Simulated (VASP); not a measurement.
All values below come from PBE GGA, VASP's PBE PAW potentials (set 64) (plane waves; VASP 6.6.1).

The input files of a VASP run:

INCAR:
```
ALGO = Normal
EDIFF = 1E-6
ENCUT = 520
GGA = PE
ISIF = 2
ISMEAR = 0
ISPIN = 2
LASPH = .TRUE.
LCHARG = .FALSE.
LMAXMIX = 4
LORBIT = 10
LREAL = .FALSE.
LWAVE = .FALSE.
MAGMOM = 4*0
NELM = 100
PREC = Accurate
SIGMA = 0.05
SYSTEM = MnC
```

File KPOINTS:
```
Automatic mesh
0
Gamma
7 7 7
0 0 0
```

**POSCAR**
```
MnC
1
    1.4663280000    -3.8748250000     0.0000000000
    1.4663280000     3.8748250000     0.0000000000
    0.0000000000     0.0000000000     2.8897240000
C Mn
2 2
Direct
  0.5640000000   0.4360000000   0.2500000000
  0.4360000000   0.5640000000   0.7500000000
  0.8547500000   0.1452500000   0.2500000000
  0.1452500000   0.8547500000   0.7500000000
```

POTCAR, in this order: C Mn_pv (PBE.64 set). Program: vasp_std.

The resulting files:

File OUTCAR:
```
 ion  position               nearest neighbor table
   1  0.564  0.436  0.250-   2 1.75   2 1.75   4 2.15   4 2.15   4 2.15   4 2.15   3 2.19   3 2.19
                             3 2.25
   2  0.436  0.564  0.750-   1 1.75   1 1.75   3 2.15   3 2.15   3 2.15   3 2.15   4 2.19   4 2.19
                             4 2.25
   3  0.855  0.145  0.250-   2 2.15   2 2.15   2 2.15   2 2.15   1 2.19   1 2.19   1 2.25   4 2.62
                             4 2.62   4 2.62   4 2.62   4 2.68   4 2.68
   4  0.145  0.855  0.750-   1 2.15   1 2.15   1 2.15   1 2.15   2 2.19   2 2.19   2 2.25   3 2.62
                             3 2.62   3 2.62   3 2.62   3 2.68   3 2.68
  LATTYP: Found a base centered orthorhombic cell.
 ALAT       =     2.9326560000
 B/A-ratio  =     2.6425363220
 C/A-ratio  =     0.9853607106
 Subroutine PRICEL returns:
 Original cell was already a primitive cell.
 Subroutine GETGRP returns: Found  8 space group operations
The static configuration has the point symmetry C_2h.
 The point group associated with its full space group is D_2h.
The dynamic configuration has the point symmetry C_2h.
The overall configuration has the point symmetry C_2h.
 Subroutine INISYM returns: Found  8 space group operations
 Subroutine IBZKPT returns following result:
 Found     64 irreducible k-points:

 Following reciprocal coordinates:
            Coordinates               Weight
  0.000000  0.000000  0.000000      1.000000
  0.142857  0.000000  0.000000      4.000000
  0.285714  0.000000  0.000000      4.000000
  0.428571  0.000000  0.000000      4.000000
  0.142857  0.142857  0.000000      2.000000
  0.285714  0.142857  0.000000      4.000000
  0.428571  0.142857  0.000000      4.000000
 -0.428571  0.142857  0.000000      4.000000
 -0.285714  0.142857  0.000000      4.000000
 -0.142857  0.142857  0.000000      2.000000
  0.285714  0.285714  0.000000      2.000000
  0.428571  0.285714  0.000000      4.000000
 -0.428571  0.285714  0.000000      4.000000
 -0.285714  0.285714  0.000000      2.000000
...
```

File OSZICAR:
```
       N       E                     dE             d eps       ncg     rms          rms(c)
DAV:   1     0.350704321848E+03    0.35070E+03   -0.19858E+04  5392   0.211E+03
DAV:   2    -0.108760316075E+02   -0.36158E+03   -0.35160E+03  5432   0.547E+02
DAV:   3    -0.375443796300E+02   -0.26668E+02   -0.25863E+02  6415   0.145E+02
DAV:   4    -0.390175659965E+02   -0.14732E+01   -0.13976E+01  7191   0.262E+01
DAV:   5    -0.390592689617E+02   -0.41703E-01   -0.41557E-01  6344   0.435E+00    0.284E+01
DAV:   6    -0.414542651585E+02   -0.23950E+01   -0.17062E+02  7314   0.114E+02    0.242E+01
DAV:   7    -0.330383613499E+02    0.84159E+01   -0.46198E+01  7632   0.692E+01    0.599E+00
DAV:   8    -0.331913125204E+02   -0.15295E+00   -0.28962E+00  6291   0.107E+01    0.313E+00
DAV:   9    -0.331689368249E+02    0.22376E-01   -0.13428E-01  6411   0.355E+00    0.730E-01
DAV:  10    -0.331652500661E+02    0.36868E-02   -0.41551E-02  6532   0.119E+00    0.864E-01
DAV:  11    -0.331635296182E+02    0.17204E-02   -0.28030E-03  6211   0.477E-01    0.542E-01
DAV:  12    -0.331627641163E+02    0.76550E-03   -0.10449E-03  7282   0.256E-01    0.113E-01
DAV:  13    -0.331627951731E+02   -0.31057E-04   -0.24212E-04  6807   0.177E-01    0.574E-02
DAV:  14    -0.331627934066E+02    0.17664E-05   -0.41313E-05  6193   0.714E-02    0.239E-02
DAV:  15    -0.331627900468E+02    0.33599E-05   -0.98123E-06  6882   0.404E-02    0.927E-03
DAV:  16    -0.331627891427E+02    0.90407E-06   -0.66610E-06  6283   0.267E-02
   1 F= -.33162789E+02 E0= -.33157322E+02  d E =-.109352E-01  mag=    -0.0014
```

File OUTCAR:
```
------------------------ aborting loop because EDIFF is reached ----------------------------------------
  FORCE on cell =-STRESS in cart. coord.  units (eV):
  Direction    XX          YY          ZZ          XY          YZ          ZX
  --------------------------------------------------------------------------------------
  Total       -0.7510598     -7.2039187     -6.1710091      0.0000000     -0.0000000      0.0000000
  in kB      -36.6450650   -351.4874347   -301.0905953      0.0000000     -0.0000000      0.0000000
  external PRESSURE =    -229.7410316 kB  Pullay stress =       0.0000000 kB
  volume of cell :       32.84
      direct lattice vectors                 reciprocal lattice vectors
     1.466328000 -3.874825000  0.000000000     0.340987828 -0.129038086  0.000000000
     1.466328000  3.874825000  0.000000000     0.340987828  0.129038086  0.000000000
     0.000000000  0.000000000  2.889724000     0.000000000  0.000000000  0.346053810
 POSITION                                       TOTAL-FORCE (eV/Angst)
 -----------------------------------------------------------------------------------
      1.46633     -0.49598      0.72243         0.000000     -0.400646      0.000000
      1.46633      0.49598      2.16729         0.000000      0.400646      0.000000
      1.46633     -2.74919      0.72243         0.000000     -1.312651     -0.000000
      1.46633      2.74919      2.16729         0.000000      1.312651      0.000000
 -----------------------------------------------------------------------------------
    total drift:                               -0.000000     -0.000000     -0.000000
  FREE ENERGIE OF THE ION-ELECTRON SYSTEM (eV)
  ---------------------------------------------------
  free  energy   TOTEN  =       -33.1627891427 eV

  energy  without entropy=      -33.1518539465  energy(sigma->0) =      -33.15732154

 total charge

# of ion       s       p       d       tot
------------------------------------------
    1        0.819   1.460   0.000   2.278
    2        0.819   1.460   0.000   2.278
    3        0.278   6.343   5.319  11.941
    4        0.278   6.343   5.319  11.941
--------------------------------------------------
tot          2.194  15.606  10.638  28.439

 magnetization (x)

# of ion       s       p       d       tot
------------------------------------------
    1        0.000   0.000   0.000   0.000
    2        0.000   0.000   0.000   0.000
    3        0.000  -0.000  -0.001  -0.001
    4        0.000  -0.000  -0.001  -0.001
--------------------------------------------------
tot          0.000   0.000  -0.002  -0.002
```
(Selected blocks of OUTCAR.)

The structure was generated: MnC was put into the CrB type (Cmcm), which need not be its known phase. The cell was not relaxed at this level. The k-mesh is coarse (spacing up to 0.33 per Å, 2π included), so the numbers may not be converged in it. The run is one of a series of settings (MAGMOM = 0 0 0 0 against the base run), some of them coarse on purpose.
